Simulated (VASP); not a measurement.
# BaRu (P-6m2) in VASP: equation of state, part 2 of 2

VASP 6.6.1. The steps go on from the part before.

## 3. Equation of state, PBE, 24.00 Å³/atom (volume scaled by 0.96)

INCAR

```
SYSTEM = BaRu
PREC = Accurate
ENCUT = 520
EDIFF = 1E-7
ISMEAR = -1
SIGMA = 0.05
LREAL = .False.
LASPH = .True.
NELM = 60
ALGO = Normal
ISIF = 2
LWAVE = .False.
LCHARG = .False.
GGA = PE
NBANDS = 19
```

KPOINTS

```
regular mesh
0
Gamma
  9 9 6
  0 0 0
```

POSCAR

```
BaRu
1.0
    3.4663498541      0.0000000000      0.0000000000
   -1.7331749271      3.0019423908      0.0000000000
    0.0000000000      0.0000000000      4.6124972535
Ba Ru
1 1
Direct
    0.0000000000      0.0000000000      0.5000000000
    0.6666700000      0.3333300000      0.0000000000
```

Potentials or basis: VASP PAW PBE potentials, release 64 (Ba_sv, Ru_pv).

Started as:

```bash
$ cat potpaw_PBE.64/Ba_sv/POTCAR potpaw_PBE.64/Ru_pv/POTCAR > POTCAR
$ mpirun -np 1 vasp_std > vasp.out
```

OUTCAR:

```text
SYSTEM = BaRu
   PREC = Accurate
   ENCUT = 520
   EDIFF = 1E-7
   ISMEAR = -1
   LREAL = .False.
   LASPH = .True.
   NELM = 60
   ISIF = 2
   GGA = PE

 Found    100 irreducible k-points:

 Following reciprocal coordinates:
            Coordinates               Weight
  0.000000  0.000000  0.000000      1.000000
  0.111111  0.000000  0.000000      4.000000
 -0.111111  0.111111  0.000000      2.000000
  0.222222  0.000000  0.000000      4.000000
 -0.222222  0.222222  0.000000      2.000000
  0.333333  0.000000  0.000000      4.000000
   k-points           NKPTS =    100   k-points in BZ     NKDIM =    100   number of bands    NBANDS=     19
   number of dos      NEDOS =    301   number of ions     NIONS =      2
   total plane-waves  NPLWV =  28224
   dimension x,y,z NGX =    28 NGY =   28 NGZ =   36
   dimension x,y,z NGXF=    56 NGYF=   56 NGZF=   72
   ions per type =               1   1
   NGX,Y,Z   is equivalent  to a cutoff of  13.43, 13.43, 12.98 a.u.
   NGXF,Y,Z  is equivalent  to a cutoff of  26.86, 26.86, 25.95 a.u.
 SYSTEM =  BaRu
   PREC   = accura    normal or accurate (medium, high low for compatibility)
   ISTART =      0    job   : 0-new  1-cont  2-samecut
   ICHARG =      2    charge: 1-file 2-atom 10-const
   ISPIN  =      1    spin polarized calculation?
   LNONCOLLINEAR =      F non collinear calculations
   LSORBIT =      F    spin-orbit coupling
   LASPH  =      T    aspherical Exc in radial PAW
   ENCUT  =  520.0 eV  38.22 Ry    6.18 a.u.   6.45  6.45  8.58*2*pi/ulx,y,z
   NELM   =     60;   NELMIN=  2; NELMDL= -5     # of ELM steps
   EDIFF  = 0.1E-06   stopping-criterion for ELM
   LREAL  =      F    real-space projection
   EDIFFG = 0.1E-05   stopping-criterion for IOM
   NSW    =      0    number of steps for IOM
   IBRION =     -1    ionic relax: 0-MD 1-quasi-New 2-CG
   NFREE  =      0    steps in history (QN), initial steepest desc. (CG)
   ISIF   =      2    stress and relaxation
   ISYM   =      2    0-nonsym 1-usesym 2-fastsym
   POTIM  = 0.5000    time-step for ionic-motion
   TEBEG  =    0.0;   TEEND  =   0.0 temperature during run
   PSTRESS=    0.0 pullay stress
   NELECT =      24.0000    total number of electrons
   NUPDOWN=      -1.0000    fix difference up-down
   EMIN   =  10.00;   EMAX   =-10.00  energy-range for DOS
   EFERMI =   0.00;   METHOD = LEGACY
   ISMEAR =    -1;   SIGMA  =   0.05  broadening in eV -4-tet -1-fermi 0-gaus
   EFERMI_NEDOS =   21; number of points for ismear=-14 and -15
   IALGO  =     38    algorithm
   IMIX   =      4    mixing-type and parameters
     AMIX     =   0.40;   BMIX     =  1.00
     AMIX_MAG =   1.60;   BMIX_MAG =  1.00
  volume/ion in A,a.u.               =      24.00       161.95
  Fermi-wavevector in a.u.,A,eV,Ry     =   1.299396  2.455503 22.972495  1.688431
  Thomas-Fermi vector in A             =   2.430663
   LORBIT       =      0    0 simple, 1 ext, 2 COOP (PROOUT), +10 PAW based schemes
   GGA     = PE    functional components
   LHFCALC =     F    Hartree Fock is set to
   AEXX    =    0.0000 exact exchange contribution
   IVDW    =     0    specifies the selected vdW correction
   LEPSILON=     F    determine dielectric tensor
   LRPA    =     F    only Hartree local field effects (RPA)
 non-spin polarized calculation
  energy-cutoff  :      520.00
  volume of cell :       48.00
 maximum number of plane-waves:      1326
 NGX is ok and might be reduce to    28
   NGX = 13   NGY = 13   NGZ = 17

 number of electron      24.0000005 magnetization

 Free energy of the ion-electron system (eV)
  ---------------------------------------------------
  ext. energy  EPLUGINS =         0.00000000
  ---------------------------------------------------
  free energy    TOTEN  =        -8.60103613 eV

  energy without entropy =       -8.57730314  energy(sigma->0) =       -8.58916964

 E-fermi :   5.7366     XC(G=0): -10.9642

 val. band max:        5.7364580661   @ k =  -0.1111   0.4444   0.3333
 cond. band min:       5.7622440052   @ k =   0.3333   0.3333   0.0000
 fundamental gap:      0.0257859390
 Fermi energy:         5.7365558810

 k-point     1 :       0.0000    0.0000    0.0000
  band No.  band energies     occupation
      1     -35.7313      2.00000
      2     -35.7313      2.00000
      3     -35.5365      2.00000
      4     -21.9158      2.00000
      5      -7.0827      2.00000
      6      -5.7615      2.00000
      7      -5.7615      2.00000
      8       2.0189      2.00000
      9       3.6562      2.00000
     10       4.9325      2.00000
     11       4.9325      2.00000
     12       5.3032      1.99966
     13       5.3032      1.99966
     14       8.0077      0.00000
     15       9.0562      0.00000
     16       9.0562      0.00000
     17      11.7977      0.00000
     18      13.2430      0.00000
     19      13.2431      0.00000

 k-point     2 :       0.1111    0.0000    0.0000
  band No.  band energies     occupation
      1     -35.7376      2.00000
      2     -35.7329      2.00000
      3     -35.5355      2.00000
      4     -21.8588      2.00000
      5      -7.0390      2.00000
      6      -6.1847      2.00000
      7      -5.8447      2.00000
      8       2.2838      2.00000
      9       3.9607      2.00000
     10       4.7936      2.00000
     11       5.0627      2.00000
     12       5.2271      1.99992
     13       5.2488      1.99988
     14       7.9779      0.00000
     15       9.0972      0.00000
     16       9.5047      0.00000
     17      10.4292      0.00000
     18      13.2976      0.00000
     19      14.8610      0.00000

 k-point     3 :      -0.1111    0.1111    0.0000
  band No.  band energies     occupation
      1     -35.7376      2.00000
      2     -35.7329      2.00000
      3     -35.5355      2.00000
      4     -21.8588      2.00000
      5      -7.0390      2.00000
      6      -6.1847      2.00000
      7      -5.8447      2.00000
      8       2.2838      2.00000
      9       3.9607      2.00000
     10       4.7936      2.00000
     11       5.0627      2.00000
     12       5.2272      1.99992
     13       5.2488      1.99988
     14       7.9779      0.00000
     15       9.0972      0.00000
     16       9.5047      0.00000
     17      10.4292      0.00000
     18      13.2976      0.00000
     19      14.8611      0.00000

 k-point     4 :       0.2222    0.0000    0.0000
  band No.  band energies     occupation
      1     -35.7537      2.00000
      2     -35.7369      2.00000
      3     -35.5331      2.00000
      4     -21.7097      2.00000
      5      -7.1190      2.00000
      6      -6.9242      2.00000
      7      -6.0457      2.00000
      8       2.9175      2.00000
      9       4.2060      2.00000
     10       4.7456      2.00000
     11       5.0434      2.00000
     12       5.0485      2.00000
     13       5.4154      1.99676
     14       7.9124      0.00000
     15       9.0494      0.00000
     16       9.7844      0.00000
     17      10.7803      0.00000
     18      13.4180      0.00000
     19      16.2895      0.00000

 k-point     5 :      -0.2222    0.2222    0.0000
  band No.  band energies     occupation
      1     -35.7537      2.00000
      2     -35.7369      2.00000
      3     -35.5331      2.00000
      4     -21.7097      2.00000
      5      -7.1190      2.00000
      6      -6.9242      2.00000
      7      -6.0457      2.00000
      8       2.9175      2.00000
      9       4.2060      2.00000
     10       4.7456      2.00000
     11       5.0434      2.00000
     12       5.0485      2.00000
     13       5.4154      1.99676
     14       7.9124      0.00000
     15       9.0494      0.00000
     16       9.7844      0.00000
     17      10.7803      0.00000
     18      13.4180      0.00000
     19      16.2901      0.00000

 k-point     6 :       0.3333    0.0000    0.0000
  band No.  band energies     occupation
      1     -35.7719      2.00000
      2     -35.7415      2.00000
      3     -35.5304      2.00000
      4     -21.5309      2.00000
      5      -8.0308      2.00000
      6      -6.7859      2.00000
      7      -6.2594      2.00000
      8       3.2622      2.00000
      9       4.2384      2.00000
     10       4.6964      2.00000
     11       4.8479      2.00000
     12       5.2088      1.99995
     13       5.8673      0.13633
     14       7.9414      0.00000
     15       8.2902      0.00000
     16      10.7976      0.00000
     17      12.6793      0.00000
     18      13.5280      0.00000
     19      14.6130      0.00000

 [... further k-points ...]

------------------------ aborting loop because EDIFF is reached ----------------------------------------

  FORCE on cell =-STRESS in cart. coord.  units (eV):
  Direction    XX          YY          ZZ          XY          YZ          ZX
  --------------------------------------------------------------------------------------
  -------------------------------------------------------------------------------------
  Total        1.3402319      1.3401884      2.0562115     -0.0000340      0.0000000      0.0000000
  in kB       44.7383185     44.7368683     68.6384555     -0.0011361      0.0000000      0.0000000
  external PRESSURE =      52.7045474 kB  Pullay stress =       0.0000000 kB

 VOLUME and BASIS-vectors are now :
 -----------------------------------------------------------------------------
  energy-cutoff  :      520.00
  volume of cell :       48.00
      direct lattice vectors                 reciprocal lattice vectors
     3.466349854  0.000000000  0.000000000     0.288487903  0.166558826  0.000000000
    -1.733174927  3.001942391  0.000000000     0.000000000  0.333117652  0.000000000
     0.000000000  0.000000000  4.612497253     0.000000000  0.000000000  0.216802297

 POSITION                                       TOTAL-FORCE (eV/Angst)
 -----------------------------------------------------------------------------------
      0.00000      0.00000      2.30625        -0.000015      0.000009      0.000000
      1.73319      1.00064      0.00000         0.000015     -0.000009      0.000000
 -----------------------------------------------------------------------------------
    total drift:                               -0.000026     -0.000044      0.000000

  FREE ENERGIE OF THE ION-ELECTRON SYSTEM (eV)
  ---------------------------------------------------
  free  energy   TOTEN  =        -8.6010361291 eV

  energy  without entropy=       -8.5773031448  energy(sigma->0) =       -8.58916964
```

OSZICAR:

```text
N       E                     dE             d eps       ncg     rms          rms(c)
DAV:   1     0.198082685614E+03    0.19808E+03   -0.13616E+04  3800   0.122E+03
DAV:   2    -0.778060025247E+00   -0.19886E+03   -0.19425E+03  4326   0.326E+02
DAV:   3    -0.883277292155E+01   -0.80547E+01   -0.79417E+01  4838   0.626E+01
DAV:   4    -0.914433109235E+01   -0.31156E+00   -0.31114E+00  4983   0.817E+00
DAV:   5    -0.914765174689E+01   -0.33207E-02   -0.33204E-02  4679   0.788E-01    0.107E+01
DAV:   6    -0.910568691157E+01    0.41965E-01   -0.86993E+00  4173   0.136E+01    0.542E+00
DAV:   7    -0.864269876311E+01    0.46299E+00   -0.34863E+00  4116   0.890E+00    0.429E+00
DAV:   8    -0.860348463305E+01    0.39214E-01   -0.23157E-01  4486   0.310E+00    0.516E-01
DAV:   9    -0.860088609219E+01    0.25985E-02   -0.18841E-02  4142   0.785E-01    0.316E-01
DAV:  10    -0.860100325189E+01   -0.11716E-03   -0.71086E-04  4533   0.170E-01    0.123E-01
DAV:  11    -0.860103157608E+01   -0.28324E-04   -0.15102E-04  4361   0.689E-02    0.217E-02
DAV:  12    -0.860103691325E+01   -0.53372E-05   -0.13446E-05  4187   0.258E-02    0.427E-03
DAV:  13    -0.860103627353E+01    0.63971E-06   -0.11690E-06  4352   0.791E-03    0.150E-03
DAV:  14    -0.860103616047E+01    0.11306E-06   -0.12903E-07  3223   0.197E-03    0.684E-04
DAV:  15    -0.860103612913E+01    0.31341E-07   -0.27842E-08  2095   0.872E-04
   1 F= -.86010361E+01 E0= -.85891696E+01  d E =-.237330E-01
```

stdout:

```text
POSCAR found type information on POSCAR BaRu
 POSCAR found :  2 types and       2 ions
 scaLAPACK will be used
 LDA part: xc-table for (Slater+PW92), standard interpolation
 POSCAR, INCAR and KPOINTS ok, starting setup
 FFT: planning ... GRIDC
 FFT: planning ... GRID_SOFT
 FFT: planning ... GRID
 WAVECAR not read
 entering main loop
```

Run time: 33 s. Hardware: 1 thread of Intel Xeon 6975P-C (Granite Rapids), shared host; peak memory 0.24 GiB.

Results:

- Free energy: -8.6010 eV
- Pressure: 5.3 GPa
- Band gap on the k mesh: none (metal or under the smearing width)

## 4. Equation of state, PBE, 24.50 Å³/atom (volume scaled by 0.98)

INCAR

```
SYSTEM = BaRu
  PREC = Accurate
  ENCUT = 520
  EDIFF = 1E-7
  ISMEAR = -1
  SIGMA = 0.05
  LREAL = .False.
  LASPH = .True.
  NELM = 100
  ALGO = Normal
  ISIF = 2
  LWAVE = .False.
  LCHARG = .False.
  GGA = PE
  NBANDS = 19
```

KPOINTS is that of step 3.

POSCAR

```
BaRu
1.0
    3.4902564706      0.0000000000      0.0000000000
   -1.7451282353      3.0226460960      0.0000000000
    0.0000000000      0.0000000000      4.6443085847
Ba Ru
1 1
Direct
    0.0000000000      0.0000000000      0.5000000000
    0.6666700000      0.3333300000      0.0000000000
```

Started as:

```bash
$ cat potpaw_PBE.64/Ba_sv/POTCAR potpaw_PBE.64/Ru_pv/POTCAR > POTCAR
$ mpirun -np 1 vasp_std > vasp.out
```

Run time: 34 s. Hardware: 1 thread of Intel Xeon 6975P-C (Granite Rapids), shared host; peak memory 0.24 GiB.

The run converged. Its results:

| Quantity | Value |
| --- | --- |
| Free energy | -8.6296 eV |
| Pressure | 3.9 GPa |
| Band gap on the k mesh | none (metal or under the smearing width) |

## 5. Equation of state, PBE, 25.50 Å³/atom (volume scaled by 1.02)

INCAR

```
PREC = Accurate
ENCUT = 520
EDIFF = 1E-7
ISMEAR = -1
SIGMA = 0.05
LREAL = False
LASPH = True
NELM = 60
ALGO = Normal
ISIF = 2
LWAVE = False
LCHARG = False
GGA = PE
NBANDS = 19
```

KPOINTS

```
Automatic mesh
0
Gamma
  9 9 6
```

POSCAR

```
BaRu
1.0
    3.5371111418      0.0000000000      0.0000000000
   -1.7685555709      3.0632233688      0.0000000000
    0.0000000000      0.0000000000      4.7066557369
Ba Ru
1 1
Direct
    0.0000000000      0.0000000000      0.5000000000
    0.6666700000      0.3333300000      0.0000000000
```

Started as:

```bash
$ cat potpaw_PBE.64/Ba_sv/POTCAR potpaw_PBE.64/Ru_pv/POTCAR > POTCAR
$ mpirun -np 1 vasp_std > vasp.out
```

Wall time 34 s (1 thread of Intel Xeon 6975P-C (Granite Rapids), shared host); peak memory 0.24 GiB.

Results (log left out):

```yaml
Free_energy: -8.6626 eV
Pressure: 1.5 GPa
Band_gap_on_the_k_mesh: none (metal or under the smearing width)
```

## 6. Equation of state, PBE, 26.00 Å³/atom (volume scaled by 1.04)

INCAR

```
PREC = Accurate
ENCUT = 520
EDIFF = 1E-7
ISMEAR = -1
SIGMA = 0.05
LREAL = F
LASPH = T
NELM = 60
ALGO = Normal
ISIF = 2
LWAVE = F
LCHARG = F
GGA = PE
NBANDS = 19
```

KPOINTS

```
regular mesh
0
Gamma
  9 9 6
```

POSCAR

```
BaRu
1.0
    3.5600800395      0.0000000000      0.0000000000
   -1.7800400198      3.0831149870      0.0000000000
    0.0000000000      0.0000000000      4.7372192928
Ba Ru
1 1
Direct
    0.0000000000      0.0000000000      0.5000000000
    0.6666700000      0.3333300000      0.0000000000
```

Potentials or basis: VASP PAW PBE potentials, release 64 (Ba_sv, Ru_pv).

Started as:

```bash
$ cat potpaw_PBE.64/Ba_sv/POTCAR potpaw_PBE.64/Ru_pv/POTCAR > POTCAR
$ mpirun -np 1 vasp_std > vasp.out
```

Run time: 34 s. Hardware: 1 thread of Intel Xeon 6975P-C (Granite Rapids), shared host; peak memory 0.24 GiB.

It converged, with:

| Item | Value |
| --- | --- |
| Free energy | -8.6687 eV |
| Pressure | 0.5 GPa |
| Band gap on the k mesh | none (metal or under the smearing width) |

## 7. Equation of state, PBE, 26.50 Å³/atom (volume scaled by 1.06)

INCAR is that of step 6.

KPOINTS is that of step 6.

POSCAR

```
BaRu
1.0
    3.5827563199      0.0000000000      0.0000000000
   -1.7913781600      3.1027531915      0.0000000000
    0.0000000000      0.0000000000      4.7673934777
Ba Ru
1 1
Direct
    0.0000000000      0.0000000000      0.5000000000
    0.6666700000      0.3333300000      0.0000000000
```

Started as:

```bash
$ cat potpaw_PBE.64/Ba_sv/POTCAR potpaw_PBE.64/Ru_pv/POTCAR > POTCAR
$ mpirun -np 1 vasp_std > vasp.out
```

Run time: 34 s. Hardware: 1 thread of Intel Xeon 6975P-C (Granite Rapids), shared host; peak memory 0.25 GiB.

The run converged. Its results:

```yaml
Free_energy: -8.6689 eV
Pressure: -0.4 GPa
Band_gap_on_the_k_mesh: none (metal or under the smearing width)
```

## 8. Equation of state, PBE

This step only gathers the single runs of the series.

Results:

* Equilibrium volume: 26.26 Å³/atom
* Bulk modulus at fixed shape and positions: 47 GPa
* Pressure derivative of the bulk modulus: 5.0

Energy against volume, from the lowest point:
```tsv
volume (Å³/atom)	energy (meV/atom)
23.498	52.91
23.998	33.92
24.498	19.62
24.998	9.51
25.498	3.14
25.998	0.09
26.498	0.00
```

Caveat: the cell was scaled at fixed shape and fractional positions, which overstates the stiffness of a crystal with free parameters, most of all of layers and chains. Spin-orbit coupling is left out, which matters for the levels of Ba.
